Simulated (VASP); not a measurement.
Computed with PBE GGA, VASP's PBE PAW potentials (set 64) (plane waves; VASP).

Input for VASP

**POSCAR**
```
Eu
1
   -2.2040850000     2.2040850000     2.2040850000
    2.2040850000    -2.2040850000     2.2040850000
    2.2040850000     2.2040850000    -2.2040850000
Eu
1
Direct
  0.0000000000   0.0000000000   0.0000000000
```

KPOINTS:
```
Automatic mesh
0
Gamma
26 26 26
0 0 0
```

### INCAR
```
ALGO  =  Normal
EDIFF  =  1E-6
ENCUT  =  300
GGA  =  PE
ISIF  =  2
ISMEAR  =  0
ISPIN  =  2
LASPH  =  T
LCHARG  =  F
LMAXMIX  =  6
LORBIT  =  11
LREAL  =  F
LWAVE  =  F
NELM  =  100
PREC  =  Accurate
SIGMA  =  0.272
SYSTEM  =  Eu
```

POTCAR, in this order: Eu (PBE.64 set). Program: vasp_std. The INCAR's line for the spin-polarised start is left out here.

At this cut-off the stress carries a Pulay error, which pulls relaxed volumes low. Gaps are read on the run's mesh, which can miss a band edge. The run has a spin-polarised start.

### Question
What does the run give for the energy per atom (σ→0), cell moment, pressure, band gap (on the k-mesh)?

### Answer

```json
{
 "energy per atom (σ→0)": "-11.367 eV/atom",
 "cell_moment": "7.31 μB",
 "band gap (on the k-mesh)": "none (metal, semimetal or under 0.01 eV)",
 "pressure": "-2.29 GPa"
}
```

File OSZICAR:
```
...
DAV:   9    -0.114230009510E+02    0.38167E-01   -0.16520E-01 49464   0.532E+00    0.188E+00
DAV:  10    -0.114084626631E+02    0.14538E-01   -0.19560E-02 52016   0.820E-01    0.894E-01
DAV:  11    -0.114081049980E+02    0.35767E-03   -0.33754E-03 55504   0.581E-01    0.673E-01
DAV:  12    -0.114078413569E+02    0.26364E-03   -0.12332E-03 53520   0.352E-01    0.408E-01
DAV:  13    -0.114077491333E+02    0.92224E-04   -0.44189E-04 52296   0.174E-01    0.720E-02
DAV:  14    -0.114077544988E+02   -0.53656E-05   -0.55451E-05 61816   0.551E-02    0.306E-02
DAV:  15    -0.114077549843E+02   -0.48552E-06   -0.67930E-06 51608   0.234E-02
   1 F= -.11407755E+02 E0= -.11367183E+02  d E =-.811439E-01  mag=     7.3129
```

The structure comes from a computed database's Eu entry; how it stands against other phases isn't given here. The cell was not relaxed at this level. The run is one of a series of settings (KPOINTS 26×26×26 Γ-centred mesh against the base run), some of them coarse on purpose.
